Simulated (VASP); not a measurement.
These are PBEsol GGA, VASP's PBE PAW potentials (set 64) (plane waves; VASP) values and carry that method's errors.

VASP input:

File KPOINTS:
```
Automatic mesh
0
Gamma
6 6 3
0 0 0
```

POSCAR:
```
SnSe2
1
    3.8335786301     0.0000000000    -0.0000000000
   -1.9167893150     3.3199766965     0.0000000000
    0.0000000000    -0.0000000000     6.2410854112
Sn Se
1 2
Direct
  1.0000000000   0.0000000000   0.0000000000
  0.3333330000   0.6666670000   0.2527086819
  0.6666670000   0.3333330000   0.7472913181
```

**INCAR**
```
SYSTEM = SnSe2
PREC = Accurate
ENCUT = 480
EDIFF = 1E-6
NELM = 100
ALGO = Normal
LREAL = .FALSE.
LASPH = .TRUE.
ISMEAR = 0
SIGMA = 0.05
GGA = PS
LMAXMIX = 4
LWAVE = .FALSE.
LCHARG = .FALSE.
IBRION = 2
ISIF = 3
NSW = 60
EDIFFG = -0.02
```

POTCAR, in this order: Sn_d Se (PBE.64 set). Program: vasp_std.

Output

### OUTCAR
```
 ion  position               nearest neighbor table
   1  0.000  0.000  0.000-   2 2.72   3 2.72   3 2.72   2 2.72   3 2.72   2 2.72
   2  0.333  0.667  0.253-   1 2.72   1 2.72   1 2.72
   3  0.667  0.333  0.747-   1 2.72   1 2.72   1 2.72
  LATTYP: Found a hexagonal cell.
 ALAT       =     3.8335786301
 C/A-ratio  =     1.6280050609
 Subroutine PRICEL returns:
 Original cell was already a primitive cell.
 Subroutine GETGRP returns: Found 12 space group operations
The static configuration has the point symmetry D_3d.
The dynamic configuration has the point symmetry D_3d.
 Subroutine INISYM returns: Found 12 space group operations
 Subroutine IBZKPT returns following result:
 Found     17 irreducible k-points:

 Following reciprocal coordinates:
            Coordinates               Weight
  0.000000  0.000000  0.000000      1.000000
  0.166667 -0.000000  0.000000      6.000000
  0.333333 -0.000000  0.000000      6.000000
  0.500000  0.000000  0.000000      3.000000
  0.166667  0.166667  0.000000      6.000000
  0.333333  0.166667  0.000000     12.000000
  0.333333  0.333333  0.000000      2.000000
  0.000000  0.000000  0.333333      2.000000
  0.166667 -0.000000  0.333333      6.000000
  0.000000  0.166667  0.333333      6.000000
  0.333333 -0.000000  0.333333      6.000000
  0.000000  0.333333  0.333333      6.000000
  0.500000  0.000000  0.333333      6.000000
  0.166667  0.166667  0.333333     12.000000
  0.333333  0.166667  0.333333     12.000000
 -0.166667  0.500000  0.333333     12.000000
  0.333333  0.333333  0.333333      4.000000
   k-points           NKPTS =     17   k-points in BZ     NKDIM =     17   number of bands    NBANDS=     17
   number of dos      NEDOS =    301   number of ions     NIONS =      3
   total plane-waves  NPLWV =  37632
   dimension x,y,z NGX =    28 NGY =   28 NGZ =   48
   dimension x,y,z NGXF=    56 NGYF=   56 NGZF=   96
...
```

OSZICAR:
```
       N       E                     dE             d eps       ncg     rms          rms(c)
DAV:   1     0.195606084823E+03    0.19561E+03   -0.11903E+04   579   0.162E+03
DAV:   2     0.855739205428E+01   -0.18705E+03   -0.18421E+03   636   0.389E+02
DAV:   3    -0.125543421601E+02   -0.21112E+02   -0.20618E+02   723   0.120E+02
DAV:   4    -0.132222062387E+02   -0.66786E+00   -0.66722E+00   701   0.227E+01
DAV:   5    -0.132356497632E+02   -0.13444E-01   -0.13440E-01   862   0.334E+00    0.488E+00
DAV:   6    -0.129900049527E+02    0.24564E+00   -0.56569E-01   864   0.894E+00    0.311E+00
DAV:   7    -0.129635427216E+02    0.26462E-01   -0.14725E-01   724   0.296E+00    0.892E-01
DAV:   8    -0.129615906036E+02    0.19521E-02   -0.11577E-02   739   0.111E+00    0.248E-01
DAV:   9    -0.129616428318E+02   -0.52228E-04   -0.10649E-03   650   0.270E-01    0.713E-02
DAV:  10    -0.129616475233E+02   -0.46915E-05   -0.10426E-04   847   0.711E-02    0.273E-02
DAV:  11    -0.129616613346E+02   -0.13811E-04   -0.26455E-05   623   0.312E-02    0.611E-03
DAV:  12    -0.129616615342E+02   -0.19963E-06   -0.13159E-06   598   0.103E-02
   1 F= -.12961662E+02 E0= -.12961662E+02  d E =-.129617E+02
       N       E                     dE             d eps       ncg     rms          rms(c)
DAV:   1    -0.129670271513E+02   -0.53658E-02   -0.13269E-01   717   0.477E+00    0.389E-01
DAV:   2    -0.129635043860E+02    0.35228E-02   -0.88305E-03   702   0.133E+00    0.188E-01
DAV:   3    -0.129624193563E+02    0.10850E-02   -0.34372E-03   750   0.837E-01    0.538E-02
DAV:   4    -0.129623901732E+02    0.29183E-04   -0.29594E-04   662   0.147E-01    0.218E-02
DAV:   5    -0.129623838049E+02    0.63684E-05   -0.24766E-05   872   0.612E-02    0.913E-03
DAV:   6    -0.129623839310E+02   -0.12615E-06   -0.41611E-06   518   0.227E-02
   2 F= -.12962384E+02 E0= -.12962384E+02  d E =-.722397E-03
       N       E                     dE             d eps       ncg     rms          rms(c)
DAV:   1    -0.129626408654E+02   -0.25706E-03   -0.65535E-03   714   0.106E+00    0.860E-02
DAV:   2    -0.129624670668E+02    0.17380E-03   -0.43342E-04   703   0.299E-01    0.415E-02
DAV:   3    -0.129624141141E+02    0.52953E-04   -0.17042E-04   737   0.188E-01    0.119E-02
DAV:   4    -0.129624134684E+02    0.64572E-06   -0.15348E-05   636   0.335E-02    0.482E-03
DAV:   5    -0.129624133495E+02    0.11895E-06   -0.85217E-07   308   0.141E-02
   3 F= -.12962413E+02 E0= -.12962413E+02  d E =-.751815E-03
       N       E                     dE             d eps       ncg     rms          rms(c)
DAV:   1    -0.129634902829E+02   -0.10768E-02   -0.31844E-02   714   0.216E+00    0.168E-01
DAV:   2    -0.129627559351E+02    0.73435E-03   -0.23745E-03   722   0.680E-01    0.899E-02
DAV:   3    -0.129624980147E+02    0.25792E-03   -0.60787E-04   724   0.361E-01    0.221E-02
DAV:   4    -0.129624862095E+02    0.11805E-04   -0.50420E-05   800   0.696E-02    0.105E-02
DAV:   5    -0.129624833578E+02    0.28517E-05   -0.45863E-06   643   0.240E-02    0.241E-03
DAV:   6    -0.129624833399E+02    0.17936E-07   -0.63382E-07   311   0.862E-03
   4 F= -.12962483E+02 E0= -.12962483E+02  d E =-.699904E-04
       N       E                     dE             d eps       ncg     rms          rms(c)
DAV:   1    -0.129626580141E+02   -0.17466E-03   -0.45258E-03   714   0.811E-01    0.633E-02
DAV:   2    -0.129625532750E+02    0.10474E-03   -0.33594E-04   713   0.260E-01    0.339E-02
DAV:   3    -0.129625178295E+02    0.35446E-04   -0.85945E-05   741   0.139E-01    0.837E-03
DAV:   4    -0.129625171484E+02    0.68115E-06   -0.69817E-06   736   0.262E-02
   5 F= -.12962517E+02 E0= -.12962517E+02  d E =-.103799E-03
```

File OUTCAR:
```
------------------------ aborting loop because EDIFF is reached ----------------------------------------
  FORCE on cell =-STRESS in cart. coord.  units (eV):
  Direction    XX          YY          ZZ          XY          YZ          ZX
  --------------------------------------------------------------------------------------
  Total        0.0104006      0.0104006     -0.0000564      0.0000000      0.0000000      0.0000000
  in kB        0.2107036      0.2107036     -0.0011428      0.0000000      0.0000000      0.0000000
  external PRESSURE =       0.1400881 kB  Pullay stress =       0.0000000 kB
  volume of cell :       79.09
      direct lattice vectors                 reciprocal lattice vectors
     3.819876269 -0.000000000 -0.000000000     0.261788584  0.151143700  0.000000000
    -1.909938135  3.308110102  0.000000000     0.000000000  0.302287400 -0.000000000
    -0.000000000  0.000000000  6.258436608     0.000000000 -0.000000000  0.159784314
 POSITION                                       TOTAL-FORCE (eV/Angst)
 -----------------------------------------------------------------------------------
     -0.00000      0.00000      0.00000        -0.000000     -0.000000      0.000000
     -0.00000      2.20541      1.58471        -0.000000      0.000000      0.002591
      1.90994      1.10270      4.67373         0.000000     -0.000000     -0.002591
 -----------------------------------------------------------------------------------
    total drift:                                0.000000      0.000000      0.000000
  FREE ENERGIE OF THE ION-ELECTRON SYSTEM (eV)
  ---------------------------------------------------
  free  energy   TOTEN  =       -12.9625171484 eV

  energy  without entropy=      -12.9625171484  energy(sigma->0) =      -12.96251715

 reached required accuracy - stopping structural energy minimisation
```
(Selected blocks of OUTCAR.)

CONTCAR:
```
SnSe2
   1.00000000000000
     3.8198762693830766   -0.0000000000002065   -0.0000000000000000
    -1.9099381346418958    3.3081101017163821    0.0000000000000000
    -0.0000000000000000    0.0000000000000000    6.2584366077386724
  Sn              Se
     1     2
Direct
     0.0000000000000000    0.0000000000000000    0.0000000000000000
     0.3333330000000032    0.6666669999999968    0.2532112799795015
     0.6666669999999968    0.3333330000000032    0.7467887200204986
```

Without a dispersion term in the relaxation, distances and binding between the weakly bound layers, chains or molecules are unreliable, and so is what depends on them.

The compound is SnSe2 in the 1T layered structure. This run relaxes it. Symmetry was kept, so distortions that lower it aren't found. The start is the result of an earlier pass.
